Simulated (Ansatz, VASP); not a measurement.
**Cross-check of PbF2 (Fluorocronite) between VASP and Ansatz**

Wanted: the spread between two codes on one cell, functional and k mesh.

Calculated with Ansatz 0.2.0; plane waves, with VASP 6.6.1 beside it; single point at LDA.

The database entry behind the starting cell differs from later determinations by our own check (0.1 to 0.3 % short, probably kX units), so it need not match the best structure at ambient conditions.

### Step 1. Starting point

The structure is cubic, space group Fm-3m (No. 225). The conventional cell has a = 5.927 Å, b = 5.927 Å, c = 5.927 Å, α = 90.00°, β = 90.00°, γ = 90.00°. Nearest to Pb lie 8 F at 2.57 Å. Nearest to F lie 4 Pb at 2.57 Å. Farther neighbours and most contacts between anions are not listed.

As a file:

```
Pb F
1.0
     0.00000    2.96366    2.96366
     2.96366    0.00000    2.96366
     2.96366    2.96366    0.00000
Pb F
1 2
Direct
  0.00000 0.00000 0.00000
  0.25000 0.25000 0.25000
  0.75000 0.75000 0.75000
```

### Step 2. VASP: single point, LDA

A single point gives forces, pressure and levels at one fixed geometry, so differences don't come from the geometry; what else differs is listed under the comparison.

Lines of VASP's logs that name or quote its potential files are left out, and so is its time.

Contents of INCAR:

```
SYSTEM = PbF2
PREC = Accurate
ENCUT = 520
EDIFF = 1E-06
NELM = 100
ISMEAR = -1
SIGMA = 0.05
LREAL = .FALSE.
ALGO = Normal
GGA = CA
NBANDS = 15
LORBIT = 11
LWAVE = .FALSE.
LCHARG = .FALSE.
KPAR = 4
ISIF = 2
```

Contents of POSCAR:

```
PbF2
1.0
    0.0000000000      2.9636600000      2.9636600000
    2.9636600000      0.0000000000      2.9636600000
    2.9636600000      2.9636600000      0.0000000000
Pb F
1 2
Direct
    0.0000000000      0.0000000000      0.0000000000
    0.2500000000      0.2500000000      0.2500000000
    0.7500000000      0.7500000000      0.7500000000
```

Contents of KPOINTS:

```
Automatic mesh
0
Gamma
7 7 7
0 0 0
```

The projector-augmented-wave data sets are Pb and F (PBE family, release 64).

Command:

```console
$ mpirun -np 4 vasp_std
```

Numbers of over 12 decimals in the logs are rounded to 6 here.

Log:

```text
[banner, memory and clock lines left out]
running    4 mpi-ranks, on    1 nodes
 distrk:  each k-point on    1 cores,    4 groups
 distr:  one band on    1 cores,    1 groups

 POSCAR found type information on POSCAR PbF
 POSCAR found :  2 types and       3 ions
|                                                                             |
|               ----> ADVICE to this user running VASP <----                  |
|                                                                             |
|     You enforced a specific xc type in the INCAR file but a different       |
|     [... a line on the potential file left out ...]
|     I HOPE YOU KNOW WHAT YOU ARE DOING!                                     |
|                                                                             |

 LDA part: xc-table for (Slater(with rela. corr.)+CA(PZ))
 , standard interpolation
 POSCAR, INCAR and KPOINTS ok, starting setup
 FFT: planning ... GRIDC
 FFT: planning ... GRID_SOFT
 FFT: planning ... GRID
 WAVECAR not read
 entering main loop
       N       E                     dE             d eps       ncg     rms          rms(c)
DAV:   1     0.975759014166E+02    0.97576E+02   -0.91892E+03   600   0.107E+03
DAV:   2    -0.122985662265E+02   -0.10987E+03   -0.10438E+03   754   0.237E+02
DAV:   3    -0.177797851675E+02   -0.54812E+01   -0.54677E+01   684   0.567E+01
DAV:   4    -0.178202357025E+02   -0.40451E-01   -0.40445E-01   810   0.508E+00
DAV:   5    -0.178205573789E+02   -0.32168E-03   -0.32168E-03   684   0.408E-01    0.112E+01
DAV:   6    -0.162575936520E+02    0.15630E+01   -0.50601E+00   649   0.212E+01    0.716E+00
DAV:   7    -0.162108123518E+02    0.46781E-01   -0.41225E-01   642   0.434E+00    0.543E+00
DAV:   8    -0.161810155810E+02    0.29797E-01   -0.41840E-02   705   0.206E+00    0.207E+00
DAV:   9    -0.161786345798E+02    0.23810E-02   -0.76531E-03   649   0.753E-01    0.370E-01
DAV:  10    -0.161787970878E+02   -0.16251E-03   -0.12757E-03   670   0.259E-01    0.789E-02
DAV:  11    -0.161787687847E+02    0.28303E-04   -0.91461E-05   726   0.845E-02    0.243E-02
DAV:  12    -0.161787684993E+02    0.28535E-06   -0.11657E-05   698   0.229E-02    0.508E-03
DAV:  13    -0.161787687937E+02   -0.29436E-06   -0.22822E-06   677   0.128E-02
   1 F= -.16178769E+02 E0= -.16178769E+02  d E =-.794285E-10
```

OUTCAR, selected parts (step 2):

```text
ion  position               nearest neighbor table
   1  0.000  0.000  0.000-   3 2.57   3 2.57   3 2.57   2 2.57   2 2.57   2 2.57   3 2.57   2 2.57

  LATTYP: Found a face centered cubic cell.
 ALAT       =     5.9273200000

 Subroutine GETGRP returns: Found 48 space group operations
 (whereof 48 operations were pure point group operations)

The static configuration has the point symmetry O_h .

 Found     20 irreducible k-points:

   k-points           NKPTS =     20   k-points in BZ     NKDIM =     20   number of bands    NBANDS=     15

   dimension x,y,z NGX =    32 NGY =   32 NGZ =   32
   dimension x,y,z NGXF=    64 NGYF=   64 NGZF=   64

   ENCUT  =  520.0 eV  38.22 Ry    6.18 a.u.   7.79  7.79  7.79*2*pi/ulx,y,z

   NELECT =      18.0000    total number of electrons

 k-points in reciprocal lattice and weights: Automatic mesh
   0.00000000  0.00000000  0.00000000       0.003
   0.14285714  0.00000000  0.00000000       0.023
   0.28571429  0.00000000  0.00000000       0.023
   0.42857143  0.00000000  0.00000000       0.023
   0.14285714  0.14285714  0.00000000       0.017
   0.28571429  0.14285714  0.00000000       0.070
   0.42857143  0.14285714  0.00000000       0.070
  -0.42857143  0.14285714  0.00000000       0.070
  -0.28571429  0.14285714  0.00000000       0.070
[...]
-0.42857143  0.42857143  0.14285714       0.070
  -0.28571429  0.42857143  0.14285714       0.070

 average (electrostatic) potential at core
       1 -44.7275       2 -76.5373       3 -76.5373

 E-fermi :   1.2278

 k-point     1 :       0.0000    0.0000    0.0000
  band No.  band energies     occupation
    ...
      5      -2.4496      2.00000
      6      -2.4496      2.00000
      7      -1.8812      2.00000
      8      -1.8812      2.00000
      9      -1.8812      2.00000
     10       6.6679      0.00000
     11       6.6679      0.00000
     12       6.6679      0.00000
     13      10.3500      0.00000
     14      14.4566      0.00000
    ...

 k-point     2 :       0.1429    0.0000    0.0000
  band No.  band energies     occupation
    ...
      5      -2.4823      2.00000
      6      -2.4823      2.00000
      7      -1.9208      2.00000
      8      -1.9208      2.00000
      9      -1.3692      2.00000
     10       5.9998      0.00000
     11       6.8387      0.00000
     12       6.8387      0.00000
     13      11.4895      0.00000
     14      14.0662      0.00000
    ...

 k-point     3 :       0.2857    0.0000    0.0000
  band No.  band energies     occupation
    ...
      5      -2.5514      2.00000
      6      -2.5513      2.00000
      7      -2.0110      2.00000
      8      -2.0110      2.00000
      9      -0.5427      2.00000
     10       5.2470      0.00000
     11       7.2303      0.00000
     12       7.2303      0.00000
     13      12.7900      0.00000
     14      13.5528      0.00000
    ...

  Total       -1.9688598     -1.9688598     -1.9688598      0.0000000      0.0000000      0.0000000
  in kB      -60.5912960    -60.5912960    -60.5912960      0.0000000      0.0000000      0.0000000
  external PRESSURE =     -60.5912960 kB  Pullay stress =       0.0000000 kB

  energy-cutoff  :      520.00
  volume of cell :       52.06
      direct lattice vectors                 reciprocal lattice vectors
     0.000000000  2.963660000  2.963660000    -0.168710311  0.168710311  0.168710311
     2.963660000  0.000000000  2.963660000     0.168710311 -0.168710311  0.168710311
     2.963660000  2.963660000  0.000000000     0.168710311  0.168710311 -0.168710311

 POSITION                                       TOTAL-FORCE (eV/Angst)
 -----------------------------------------------------------------------------------
      0.00000      0.00000      0.00000        -0.000000      0.000000     -0.000000
      1.48183      1.48183      1.48183         0.000000     -0.000000      0.000000
      4.44549      4.44549      4.44549         0.000000      0.000000     -0.000000
 -----------------------------------------------------------------------------------
    total drift:                               -0.000000     -0.000000      0.000000

  FREE ENERGIE OF THE ION-ELECTRON SYSTEM (eV)
  ---------------------------------------------------
  free  energy   TOTEN  =       -16.1787687937 eV

  energy  without entropy=      -16.1787687936  energy(sigma->0) =      -16.17876879

 total charge
# of ion       s       p       d       tot
------------------------------------------
    1        1.853   0.617   0.133   2.602
    2        1.733   4.296   0.000   6.028
    3        1.733   4.296   0.000   6.028
--------------------------------------------------
tot          5.319   9.208   0.133  14.659

[... 3 further parts left out ...]
```

The data set Pb keeps the semicore shell frozen, which is cheaper and a little less accurate.

### Step 3. Ansatz: single point, LDA

Ansatz runs on its default PAW (the set named soft_2) files.

The same cell, functional (in two slightly different forms), mesh and smearing now go to Ansatz, which takes its cutoff from its data sets.

Contents of input.yaml:

```yaml
crystal:
  lattice:
    - [0.0, 2.96366, 2.96366]
    - [2.96366, 0.0, 2.96366]
    - [2.96366, 2.96366, 0.0]
  atoms:
    - { symbol: Pb, position: [0.0, 0.0, 0.0] }
    - { symbol: F, position: [0.25, 0.25, 0.25] }
    - { symbol: F, position: [0.75, 0.75, 0.75] }
hamiltonian:
  xc: lda
  pseudopotentials: { kind: paw }
kpoints:
  mp_grid: { grid: [7, 7, 7] }
scf:
  occupations: { method: fermi_dirac, width: 0.05 }
  n_extra_bands: 4
output:
  forces: true
  stress: true
  eigenvalues: true
```

Command:

```console
$ ansatz run input.yaml --threads 2 --pin off --max-ram 4608MiB --backend cpu --events-out ev --progress --plain --runs-dir out
```

Log:

```text
scf.n_extra_bands = 4 over 14 filled bands (N_el = 28.0): the run solves 18 bands
Engine: ansatz 0.2.0, x86_64-unknown-linux-gnu
Pseudopotentials: kind: paw
Pseudopotential: Pb, paw, valence charge 14, recommended cutoff 420 eV (normal), Pb.paw.azcp
Pseudopotential: F, paw, valence charge 7, recommended cutoff 420 eV (normal), F.paw.azcp
Functional definition: SPW92
  exchange = slater_x
  correlation = pw_c
Crystal: 3 atoms, lattice volume = 52.061 Å³
Basis set: ecut = 420 eV, 965 PW (Γ)
Bands: 18, of which v1, the nominal top of the filled ones, is band 14 counted from 1 (13 counted from 0)
Symmetry: 48 space group operations
Space group: Fm-3m (ITA 225), of the structure as read, at distance tolerance 3.7e-5 Å
k-points: 20 of 343
Non-local potential: Pb, projectors of the file, l = 0: 2, l = 1: 2, l = 2: 2, l = 3: 2
Non-local potential: F, projectors of the file, l = 0: 2, l = 1: 2, l = 2: 1
PAW form: soft (Blöchl's): semilocal exchange-correlation on the pseudo side does not see the compensation charge
PAW frozen core: Pb, regenerated for the run's functional, and the local potential with it (the file was generated under x = pbe(κ = 0.804, μ = 0.219515), c = pbe(β = 0.066725))
PAW frozen core: F, regenerated for the run's functional, and the local potential with it (the file was generated under x = pbe(κ = 0.804, μ = 0.219515), c = pbe(β = 0.066725))
PAW one-centre angular grid: Pb, 590 points (default); XC on 64 Gauss nodes
PAW one-centre angular grid: F, 110 points (default); XC on 64 Gauss nodes
Initial density: superposition of atomic densities (neutral atoms: chi_scale 0, normalization atom), corrected by the library's trained network
Initial wavefunctions: pseudopotential atomic-orbital guess
Functional: x = slater, c = lda
SCF iter   1: F=—  HF=-13191.262228 eV  |F-HF|=—  |Δ(HF+E_count)|=         —  Δρ=1.95e-2  dr2=1.52e-1  ethr=1.77e-3  ⟨swp⟩=6.0  Hψ=1821  notcnv=0
preconditioner: auto → none  [insulator: Δε(μ)=4.078 eV  Ē_g=16.694 eV  σ=0.050 eV  W_gap=1.00  n_scr=14 (ndim 8)  ℏωp=27.2 eV  f_vac=0.132  D(μ)=0.00/eV (n_scr^D=0)  ε∞_Penn≈3.7]
SCF iter   2: F=—  HF=-13191.239849 eV  |F-HF|=—  |Δ(HF+E_count)|=   2.24e-2  Δρ=1.46e-2  dr2=6.55e-2  ethr=5.41e-4  ⟨swp⟩=2.0  Hψ=881  notcnv=0
SCF iter   3: F=—  HF=-13191.221200 eV  |F-HF|=—  |Δ(HF+E_count)|=   1.86e-2  Δρ=1.42e-3  dr2=5.40e-4  ethr=2.34e-4  ⟨swp⟩=2.0  Hψ=666  notcnv=0
SCF iter   4: F=—  HF=-13191.220944 eV  |F-HF|=—  |Δ(HF+E_count)|=   2.56e-4  Δρ=3.32e-4  dr2=2.32e-5  ethr=1.93e-6  ⟨swp⟩=2.5  Hψ=729  notcnv=0
SCF iter   5: F=—  HF=-13191.220942 eV  |F-HF|=—  |Δ(HF+E_count)|=   2.19e-6  Δρ=3.83e-5  dr2=8.94e-7  ethr=8.29e-8  ⟨swp⟩=2.5  Hψ=642  notcnv=0
SCF iter   6: F=-13191.220942 eV  HF=-13191.220942 eV  |F-HF|=3.20e-10  |Δ(HF+E_count)|=   3.51e-7  Δρ=8.99e-6  dr2=2.06e-8  ethr=3.57e-10  ⟨swp⟩=6.2  Hψ=1629  notcnv=0
SCF 1 converged in 6 iterations: F = -13191.220942 eV  dr2 = 2.06e-8
  greatest PAW one-centre occupation: 0.984 electrons in one spin orbital (limit 2), on the Pb atom at site 0 (counted from 0), in its partial waves of l = 2
SCF converged after 6 iterations
Free energy (F): -13191.220942 eV
Harris-Foulkes:  -13191.220942 eV  (|F-HF|=3.20e-10)
Internal energy: -13191.220942 eV  (E = F + TS)
E sigma→0 (E₀):  -13191.220942 eV
Fermi energy:    6.746627 eV
--- Per-component energies (eV) ---
  E_band       = -132.937982
  E_kinetic    = 694.684981
  E_local      = -2254.034651  (includes V_loc(G=0)·N_el)
  E_nonlocal   = 505.614860
  E_hartree    = 859.460898
  E_xc         = -375.531586
  E_vxc        = -335.704006  (∫ρ·V_xc dr)
  E_paw        = -10472.667565  (= ΣΔE_a)
  E_vpaw       = -462.427371  (= ΣTr[D̂ρ^β])
  E_aug_tail   = 0.004023  (compensation charges beyond the density's cutoff)
  E_ewald      = -2148.900692
  E_core_change = 0.148790  (= ΣΔE_core)
  E_smearing   = -0.000000  (= −TS)
  E_closure    = -0.000000  (closes the sum)
  Σ components = -13191.220942   (vs F -13191.220942, Δ=0.00e0)
--- Forces (eV/Å), atoms counted from 1 ---
  atom   1  Pb    -0.00000000     0.00000000     0.00000000
  atom   2  F      0.00000000    -0.00000000     0.00000000
  atom   3  F      0.00000000     0.00000000    -0.00000000
  max |Σ_I F_I| component: 9.25e-18 eV/Å
--- Stress (GPa, compression-positive) ---
       -4.528030      -0.000000       0.000000
        0.000000      -4.528030       0.000000
        0.000000       0.000000      -4.528030
  P = ⅓ Tr σ = -4.5280 GPa (-45.280 kbar)
--- Band table (eV; the first three rows and the last of 20) ---
  k-point 0: bands = [... 10 lower, 2.0778, 2.5781, 2.5781, 2.5781, 11.1501, 11.1501, 11.1501, 14.8203]
  k-point 1: bands = [... 10 lower, 2.0339, 2.5462, 2.5462, 3.0886, 10.4798, 11.3196, 11.3196, 15.9627]
  k-point 2: bands = [... 10 lower, 1.9389, 2.4745, 2.4745, 3.9039, 9.7257, 11.7077, 11.7077, 17.2798]
  k-point 19: bands = [... 10 lower, 2.0812, 2.9146, 3.0322, 4.5346, 10.1981, 10.6759, 12.0087, 14.4054]
```

The job ended after 0.85 s (2 threads of Intel Xeon at 2.80GHz (Skylake/Cascade Lake), shared host; peak memory 0.35 GiB; 1.4 s of CPU time).

The run ends at a pressure of -4.53 GPa.

### Step 4. Differences

Known differences besides the potentials themselves: the two LDA forms differ slightly; the data sets hold 28 valence electrons in Ansatz (default PAW (the set named soft_2) files) and 18 in VASP; the cutoff is 420 eV in Ansatz and 520 eV in VASP; Ansatz makes its cores anew for this functional, VASP keeps those of its PBE data sets; VASP's log shows a relativistic correction to its local exchange, Ansatz's none. Total energies have different zeros and are not compared.

Both answers:

```csv
quantity,Ansatz,VASP,difference
pressure (GPa),-4.53,-6.06,+1.53
pressure without Ansatz's Pulay correction (GPa),-5.20,-6.06,+0.86
gap on the k mesh (eV),4.298,4.247,+0.051
```

A gap on the mesh is an upper bound, since the band edges may lie between its points; neither run holds spin-orbit coupling, which can move the band edges of a compound of Pb. Ansatz's pressure holds a Pulay correction of 0.67 GPa; VASP's holds none.

### Step 5. Further runs

Further runs change the set-up of one program: Ansatz's method, potentials or start, or VASP's data sets, cutoff or form of LDA. The table gives Ansatz less VASP for each quantity, since a change that brings one quantity closer may part another.

```csv
run,pressure (GPa),gap on the k mesh (eV),pressure without Ansatz's Pulay correction (GPa)
as above,1.5,0.051,0.86
cores kept as stored,1.5,0.048,0.95
Ansatz's all-electron LAPW method,1.6,0.038,
Ansatz's larger PAW set (cutoff 1300 eV),1.6,0.048,
norm-conserving potentials (cutoff 1143 eV),1.5,0.056,
```

### Step 6. Summary of results

```yaml
difference_in_pressure_single_point_lda: 1.5 GPa
difference_in_gap_on_the_k_mesh_single_point_lda: 0.051 eV
```

**Reading.** The difference in pressure is 1.5 GPa (single point, LDA), beyond the 1 GPa picked in this series as the mark of a large difference. Single point, LDA, Ansatz's all-electron LAPW method: the difference in gap on the k mesh goes from 0.051 to 0.038 eV. How closely two codes agree says nothing of how well the functional describes the real material.

[Lines on the potential files, build, host, timing and source positions are cut from VASP's logs without a mark.]

[Logs are printed without paths, hosts, clocks, repeated set-up lines and the standing remarks that a program may print on its own settings, such as how far it seeks lower states.]

[Hosts, paths, dates, database ids (printed as entryN), source tags and the programs' standing remarks are cut or masked in the printed files.]
